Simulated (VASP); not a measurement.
Input for VASP

INCAR:
```
SYSTEM = TiN
PREC = Accurate; ENCUT = 600; LREAL = .FALSE.
LASPH = .TRUE.
EDIFF = 1E-7; NELM = 100; ALGO = Normal
LMAXMIX = 4; LMIXTAU = .TRUE.
ISMEAR = 1; SIGMA = 0.1
METAGGA = R2SCAN
ISIF = 2
LWAVE = .FALSE.; LCHARG = .FALSE.
```

### POSCAR
```
TiN
1
    0.0000000000     2.1200000000     2.2048000000
    2.1200000000     0.0000000000     2.2048000000
    2.1200000000     2.1200000000     0.0000000000
Ti N
1 1
Direct
  0.0000000000   0.0000000000   0.0000000000
  0.5000000000   0.5000000000   0.5000000000
```

File KPOINTS:
```
Automatic mesh
0
G
14 14 14
```

POTCAR, in this order: Ti_sv N (PBE.64 set). Program: vasp_std.

Write an equivalent input for Ansatz.

One equivalent input (not run):
Ansatz 0.2 input:
```yaml
crystal:
  lattice:
    - [0.0000000, 2.1200000, 2.2048000]
    - [2.1200000, 0.0000000, 2.2048000]
    - [2.1200000, 2.1200000, 0.0000000]
  atoms:
    - { symbol: Ti, position: [0.0000000, 0.0000000, 0.0000000] }
    - { symbol: N, position: [0.5000000, 0.5000000, 0.5000000] }
kpoints:
  mp_grid: { grid: [14, 14, 14] }
hamiltonian:
  xc: r2scan
  pseudopotentials: { kind: paw }
scf:
  occupations: { method: methfessel_paxton, width: 0.1 }
  max_iter: 100
output: { forces: true, stress: true, eigenvalues: true }
```
Limits of the translation: each code has its own PAW files, so the cut-off isn't converted (ENCUT is set for VASP's; basis.ecutwfc is left out, and Ansatz then takes the one that its files recommend); Ansatz stops its SCF on the density residual and VASP on the energy change (EDIFF).

The compound is TiN in the rock salt structure. This cell was strained or had an atom moved on purpose.
